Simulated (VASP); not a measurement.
Here is the system:

```
CELL_PARAMETERS angstrom
      0.00000     3.52480     3.52480
      3.52480     0.00000     3.52480
      3.52480     3.52480     0.00000
ATOMIC_POSITIONS crystal
  Co 0.12500 0.12500 0.12500
  Co 0.62500 0.12500 0.12500
  Co 0.12500 0.62500 0.12500
  Co 0.12500 0.12500 0.62500
  Hf 0.75000 0.75000 0.75000
  Hf 0.50000 0.50000 0.50000
```
Starting moments (μB, in the order of the record's atoms Co Co Co Co Hf Hf): 3.0 3.0 3.0 3.0 0.0 0.0.

All values below come from PBEsol GGA, VASP's PBE PAW potentials (set 64) (plane waves; VASP). Settings: 300 eV cut-off, 4×4×4 Γ-centred mesh, Gaussian smearing of 0.14 eV, potentials Co Hf_pv.

Q: Give the spin-up energies of bands 22 to 35 at the high-symmetry points, in eV from the Fermi level.

A: 
```csv
band,Γ,X,U,L,W
22,-1.15,-2.07,-1.75,-2.03,-2.02
23,-1.15,-1.91,-1.74,-1.17,-1.61
24,-1.13,-1.91,-1.57,-1.13,-1.61
25,-1.13,-1.07,-1.28,-1.13,-1.37
26,-1.13,-1.07,-1.27,-0.96,-1.37
27,-0.54,-1.02,-0.98,-0.96,-0.81
28,-0.54,-1.02,-0.76,0.00,-0.81
29,-0.54,-0.50,-0.47,0.35,-0.37
30,0.00,-0.50,-0.17,0.35,-0.37
31,0.00,1.14,0.81,0.58,1.08
32,0.00,1.14,1.07,0.92,1.08
33,0.85,1.46,1.30,0.92,1.18
34,1.24,1.46,1.65,0.95,1.18
35,1.24,2.15,1.83,0.95,2.68
```

Q: Give the spin-down energies of bands 22 to 35 at the high-symmetry points, in eV from the Fermi level.

A: 
```
band      Γ      X      U      L      W
----  -----  -----  -----  -----  -----
22    -0.38  -1.58  -1.24  -1.29  -1.30
23    -0.38  -1.19  -1.07  -0.23  -1.03
24    -0.38  -1.19  -0.87  -0.23  -1.03
25    -0.15  -0.10  -0.42  -0.20  -0.50
26    -0.15  -0.10  -0.40   0.07  -0.50
27    -0.14  -0.04   0.05   0.07   0.18
28    -0.14  -0.04   0.22   0.50   0.18
29    -0.14   0.12   0.37   0.50   0.46
30     0.90   0.12   0.43   0.80   0.46
31     0.94   1.42   1.15   0.92   1.29
32     0.94   1.42   1.29   0.92   1.29
33     0.94   2.05   1.82   0.94   1.56
34     1.55   2.05   1.89   1.58   1.56
35     1.55   2.35   2.11   1.58   2.90
```

It has no gap at this level: it comes out as a metal or semimetal.

The structure was generated: HfCo2 was put into an ordered model structure, which need not be its known phase. The cell was not relaxed at this level. The k-mesh is coarse (spacing up to 0.39 per Å, 2π included), so the numbers may not be converged in it.
